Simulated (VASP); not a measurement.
# TaV (Cmmm) in VASP: notebook, part 2 of 2

VASP 6.6.1.

### 5 Relaxation of cell and atoms, LDA, collinear spin, ferromagnetic start, target pressure 20 GPa, at which the enthalpy is minimised

INCAR reads:

```
SYSTEM = TaV
ALGO     = Normal         ! electronic algorithm
EDIFF    = 1E-7           ! SCF threshold, eV
EDIFFG   = -0.005         ! ionic threshold
ENCUT    = 600            ! plane-wave cutoff, eV
IBRION   = 2              ! ionic algorithm
ISIF     = 3              ! what is computed and relaxed
ISMEAR   = -1             ! smearing method
ISPIN    = 2              ! spin polarisation
LASPH    = .True.         ! aspherical terms in the spheres
LCHARG   = .False.        ! write CHGCAR
LMAXMIX  = 4              ! l up to which the mixer works
LORBIT   = 11             ! projections on sites
LREAL    = .False.        ! projectors in reciprocal space
LWAVE    = .False.        ! write WAVECAR
MAGMOM   = 0 2            ! initial moments
NELM     = 120            ! most SCF steps
NSW      = 60             ! ionic steps
PREC     = Accurate       ! precision mode
PSTRESS  = 200          
SIGMA    = 0.05           ! smearing width, eV
```

KPOINTS reads:

```
k-points
0
Gamma
  7 7 5
  0 0 0
```

POSCAR reads:

```
TaV
1.0
    1.6067000000     -2.3077750000      0.0000000000
    1.6067000000      2.3077750000      0.0000000000
    0.0000000000      0.0000000000      4.3413610000
Ta V
1 1
Direct
    0.0000000000      0.0000000000      0.0000000000
    0.5000000000      0.5000000000      0.5000000000
```

Potentials or basis: VASP PAW LDA potentials, release 64 (Ta_pv, V_sv).

Run with:

```console
> cat potpaw_LDA.64/Ta_pv/POTCAR potpaw_LDA.64/V_sv/POTCAR > POTCAR
> mpirun -np 1 vasp_std > vasp.out
```

OUTCAR:

```text
SYSTEM = TaV
   EDIFF = 1E-7
   EDIFFG = -0.005
   ENCUT = 600
   IBRION = 2
   ISIF = 3
   ISMEAR = -1
   ISPIN = 2
   LASPH = .True.
   LORBIT = 11
   LREAL = .False.
   NELM = 120
   NSW = 60
   PREC = Accurate
   PSTRESS = 200

 ion  position               nearest neighbor table
   1  0.000  0.000  0.000-   2 2.70   2 2.70   2 2.70   2 2.70   2 3.17   2 3.17   2 3.17   2 3.17

   2  0.500  0.500  0.500-   1 2.70   1 2.70   1 2.70   1 2.70   1 3.17   1 3.17   1 3.17   1 3.17

  LATTYP: Found a base centered orthorhombic cell.
 ALAT       =     3.2134000000
 B/A-ratio  =     1.4363446816
 C/A-ratio  =     1.3510179249

  Lattice vectors:

 A1 = (   1.6067000000,  -2.3077750000,   0.0000000000)
 A2 = (   1.6067000000,   2.3077750000,   0.0000000000)
 A3 = (   0.0000000000,   0.0000000000,   4.3413610000)

Analysis of symmetry for initial positions (statically):
=====================================================================
 Subroutine PRICEL returns:
 Original cell was already a primitive cell.

 Routine SETGRP: Setting up the symmetry group for a
 base centered orthorhombic supercell.

 Subroutine GETGRP returns: Found  8 space group operations
 (whereof  8 operations were pure point group operations)
 out of a pool of  8 trial point group operations.

The static configuration has the point symmetry D_2h.

Analysis of symmetry for dynamics (positions and initial velocities):
=====================================================================
 Subroutine PRICEL returns:
 Original cell was already a primitive cell.

 Routine SETGRP: Setting up the symmetry group for a
 base centered orthorhombic supercell.

 Subroutine GETGRP returns: Found  8 space group operations
 (whereof  8 operations were pure point group operations)
 out of a pool of  8 trial point group operations.

The dynamic configuration has the point symmetry D_2h.

Analysis of structural, dynamic, and magnetic symmetry:
=====================================================================
 Subroutine PRICEL returns:
 Original cell was already a primitive cell.

 Routine SETGRP: Setting up the symmetry group for a
 base centered orthorhombic supercell.

 Subroutine GETGRP returns: Found  8 space group operations
 (whereof  8 operations were pure point group operations)
 out of a pool of  8 trial point group operations.

The overall configuration has the point symmetry D_2h.

 Subroutine INISYM returns: Found  8 space group operations
 (whereof  8 operations are pure point group operations),
 and found     1 'primitive' translations

----------------------------------------------------------------------------------------

                                     Primitive cell

  volume of cell :      32.1947

  direct lattice vectors                    reciprocal lattice vectors
     1.606700000 -2.307775000  0.000000000     0.311196863 -0.216658903  0.000000000
     1.606700000  2.307775000  0.000000000     0.311196863  0.216658903  0.000000000
     0.000000000  0.000000000  4.341361000     0.000000000  0.000000000  0.230342512

  length of vectors
     2.811994015  2.811994015  4.341361000     0.379189356  0.379189356  0.230342512

  position of ions in fractional coordinates (direct lattice)
[... 76 lines left out ...]
   LASPH  =      T    aspherical Exc in radial PAW
   ENCUT  =  600.0 eV  44.10 Ry    6.64 a.u.   5.62  5.62  8.67*2*pi/ulx,y,z
   NELM   =    120;   NELMIN=  2; NELMDL= -5     # of ELM steps
   EDIFF  = 0.1E-06   stopping-criterion for ELM
   LREAL  =      F    real-space projection
   EDIFFG = -.5E-02   stopping-criterion for IOM
   NSW    =     60    number of steps for IOM
   IBRION =      2    ionic relax: 0-MD 1-quasi-New 2-CG
   NFREE  =      1    steps in history (QN), initial steepest desc. (CG)
   ISIF   =      3    stress and relaxation
   ISYM   =      2    0-nonsym 1-usesym 2-fastsym
   POTIM  = 0.5000    time-step for ionic-motion
   TEBEG  =    0.0;   TEEND  =   0.0 temperature during run
   PSTRESS=  200.0 pullay stress
   NELECT =      24.0000    total number of electrons
   NUPDOWN=      -1.0000    fix difference up-down
   EMIN   =  10.00;   EMAX   =-10.00  energy-range for DOS
   EFERMI =   0.00;   METHOD = LEGACY
   ISMEAR =    -1;   SIGMA  =   0.05  broadening in eV -4-tet -1-fermi 0-gaus
   EFERMI_NEDOS =   21; number of points for ismear=-14 and -15
   IALGO  =     38    algorithm
   IMIX   =      4    mixing-type and parameters
     AMIX     =   0.40;   BMIX     =  1.00
     AMIX_MAG =   1.60;   BMIX_MAG =  1.00
  volume/ion in A,a.u.               =      16.10       108.63
  Fermi-wavevector in a.u.,A,eV,Ry     =   1.484399  2.805107 29.979609  2.203439
  Thomas-Fermi vector in A             =   2.597940
   LORBIT       =     11    0 simple, 1 ext, 2 COOP (PROOUT), +10 PAW based schemes
   GGA     = CA    functional components
   LHFCALC =     F    Hartree Fock is set to
   AEXX    =    0.0000 exact exchange contribution
   IVDW    =     0    specifies the selected vdW correction
   LEPSILON=     F    determine dielectric tensor
   LRPA    =     F    only Hartree local field effects (RPA)
 conjugate gradient relaxation of ions
 spin polarized calculation
  energy-cutoff  :      600.00
  volume of cell :       32.19
 maximum number of plane-waves:      1103
   NGX = 11   NGY = 11   NGZ = 17

--------------------------------------- Ionic step        1  -------------------------------------------

 number of electron      24.0000002 magnetization       0.0224478

 number of electron      24.0000002 magnetization      -0.0000857

 Free energy of the ion-electron system (eV)
  ---------------------------------------------------
  ext. energy  EPLUGINS =         0.00000000
  ---------------------------------------------------
  free energy    TOTEN  =       -22.53447956 eV

  energy without entropy =      -22.50114699  energy(sigma->0) =      -22.51781328

------------------------ aborting loop because EDIFF is reached ----------------------------------------

  FORCE on cell =-STRESS in cart. coord.  units (eV):
  Direction    XX          YY          ZZ          XY          YZ          ZX
  --------------------------------------------------------------------------------------
  -------------------------------------------------------------------------------------
  Total       -2.5467344     -2.3532406     -2.3600544      0.0000000      0.0000000      0.0000000
  in kB     -126.7389445   -117.1096717   -117.4487627      0.0000000      0.0000000      0.0000000
  external PRESSURE =    -320.4324596 kB  Pullay stress =     200.0000000 kB
[... 27 lines left out ...]
 number of electron      24.0000002 magnetization      -0.0000186

 number of electron      24.0000002 magnetization       0.0000013

 E-fermi :  13.4086     XC(G=0): -15.7264

 val. band max:       13.4062454449   @ k =   0.0000   0.0000   0.2000
 cond. band min:      13.4160376380   @ k =   0.0000   0.0000   0.4000
 fundamental gap:      0.0097921931
 Fermi energy:        13.4085513193

 spin component 1

 k-point     1 :       0.0000    0.0000    0.0000
  band No.  band energies     occupation
      1     -49.3022      1.00000
      2     -24.8861      1.00000
      3     -23.0450      1.00000
      4     -22.5342      1.00000
      5     -19.2534      1.00000
      6     -18.2629      1.00000
[... 1028 lines left out ...]
  energy  without entropy=      -22.5118553605  energy(sigma->0) =      -22.52383624

  enthalpy is  TOTEN    =       -19.0035325494 eV   P V=        3.5322845610

[... ionic steps 4 to 8 ...]

--------------------------------------- Ionic step        9  -------------------------------------------

 number of electron      23.9999998 magnetization      -0.0000000

 number of electron      23.9999998 magnetization       0.0000001
[... 77 lines left out ...]
 number of electron      23.9999998 magnetization       0.0000018

 number of electron      23.9999998 magnetization      -0.0000013

 Free energy of the ion-electron system (eV)
  ---------------------------------------------------
  ext. energy  EPLUGINS =         0.00000000
  ---------------------------------------------------
  free energy    TOTEN  =       -22.47643186 eV

  energy without entropy =      -22.45390807  energy(sigma->0) =      -22.46516996

 E-fermi :   8.4559     XC(G=0): -13.6436

 val. band max:        8.4475168413   @ k =   0.2857  -0.0000   0.2000
 cond. band min:       8.4738289667   @ k =  -0.2857   0.1429   0.2000
 fundamental gap:      0.0263121254
 Fermi energy:         8.4559492295

 spin component 1

 k-point     1 :       0.0000    0.0000    0.0000
  band No.  band energies     occupation
      1     -54.2264      1.00000
      2     -28.7179      1.00000
      3     -28.3173      1.00000
      4     -28.1849      1.00000
      5     -24.5274      1.00000
      6     -23.9558      1.00000
[... 988 lines left out ...]
  energy  without entropy=      -22.4539080660  energy(sigma->0) =      -22.46516996

  enthalpy is  TOTEN    =       -19.0134404921 eV   P V=        3.4629913716

 reached required accuracy - stopping structural energy minimisation

 total charge

# of ion       s       p       d       tot
------------------------------------------
    1        0.431   6.188   2.720   9.339
    2        2.352   6.241   3.243  11.837
--------------------------------------------------
tot          2.783  12.430   5.964  21.177

 magnetization (x)

# of ion       s       p       d       tot
------------------------------------------
    1        0.000   0.000   0.000   0.000
    2       -0.000   0.000  -0.000  -0.000
--------------------------------------------------
tot          0.000   0.000   0.000   0.000
```

Run time: 3.3 min. Hardware: 1 thread of AMD EPYC 9R45 (Zen 5), shared host; peak memory 0.17 GiB.

Results:

| Quantity | Value |
| --- | --- |
| Free energy | -22.4764 eV |
| Relaxed volume | 13.87 Å³/atom |
| Relaxed cell | a = 2.687 Å, b = 2.687 Å, c = 4.102 Å, α = 90.00°, β = 90.00°, γ = 110.46° |
| Space group after relaxing (to 0.05 Å) | Cmmm (No. 65) |
| Energy change on relaxing (the enthalpy is what falls) | +29.0 meV/atom |
| Ionic steps | 11 |
| Pressure after relaxing | 20.0 GPa |
| Band gap on the k mesh | none (metal or under the smearing width) |
| Net moment | 0.00 μB per cell |
| Valence electrons inside the program's atomic spheres | Ta 9.34; V 11.84 |

The path:
```csv
step,energy change (eV),largest force (eV/Å),pressure (GPa),volume (Å³)
1,0.0000,0.0000,-12.04,32.19
2,4.8426,0.0000,209.48,19.40
3,-0.0013,0.0000,14.74,28.30
4,0.0389,0.0000,18.44,27.91
5,0.0578,0.0000,20.01,27.75
6,0.0577,0.0000,20.02,27.75
7,0.0580,0.0000,20.03,27.74
8,0.0568,0.0000,19.91,27.75
9,0.0564,0.0000,19.88,27.75
10,0.0621,0.0000,20.32,27.71
11,0.0580,0.0000,20.00,27.74
```

Final structure:
```cif
data_structure
_symmetry_space_group_name_H-M 'P 1'
_symmetry_Int_Tables_number 1
_cell_length_a 2.6868
_cell_length_b 2.6868
_cell_length_c 4.1018
_cell_angle_alpha 90.000
_cell_angle_beta 90.000
_cell_angle_gamma 110.465
_cell_volume 27.74
loop_
_atom_site_label
_atom_site_type_symbol
_atom_site_fract_x
_atom_site_fract_y
_atom_site_fract_z
_atom_site_occupancy
Ta1 Ta 0.00000 0.00000 0.00000 1
V1 V 0.50000 0.50000 0.50000 1
```

Caveat: the cell is relaxed towards a set pressure, so the enthalpy falls and the energy may rise. The run has no spin-orbit coupling, so splittings on Ta are missing.

### 6 For comparison

An earlier run on the cell as given: functional PBE; potentials or basis VASP PAW PBE potentials, release 64 (Ta_pv, V_sv); cutoff 520 eV; k mesh 10 × 10 × 6; occupations fermi-dirac, width 0.05 eV; collinear spin, ferromagnetic start; starting moments [0.0, 2.0] μB.

* Pressure: 0.2 GPa
* Band gap on the k mesh: none (metal or under the smearing width)
* Net moment: 0.00 μB per cell
* Valence electrons inside the program's atomic spheres: Ta 9.00; V 11.53

### 7 Summary

```csv
task,level,potentials or basis,cell,k mesh,cutoff (eV),target pressure,gap on the mesh (eV),pressure (GPa),moment (μB)
relaxation of cell and atoms,LDA,"VASP PAW LDA potentials, release 64 (Ta_pv, V_sv)",relaxed to 2 GPa,7 × 7 × 5,600,2 GPa,none,2.0,0.00
relaxation of cell and atoms,LDA,"VASP PAW LDA potentials, release 64 (Ta_pv, V_sv)",relaxed to 5 GPa,7 × 7 × 5,600,5 GPa,none,5.0,0.00
relaxation of cell and atoms,LDA,"VASP PAW LDA potentials, release 64 (Ta_pv, V_sv)",relaxed to 10 GPa,7 × 7 × 5,600,10 GPa,none,10.0,0.00
relaxation of cell and atoms,LDA,"VASP PAW LDA potentials, release 64 (Ta_pv, V_sv)",relaxed to 20 GPa,7 × 7 × 5,600,20 GPa,none,20.0,0.00
single point,PBE,"VASP PAW PBE potentials, release 64 (Ta_pv, V_sv)",as given,10 × 10 × 6,520,-,none,0.2,0.00
```

Alike in all rows: spin collinear, ferromagnetic start; smearing fermi-dirac 0.05 eV.

Caveats: the cell is relaxed towards a set pressure, so the enthalpy falls and the energy may rise (some runs).

Absolute energies hang on the potentials; compare differences alone.
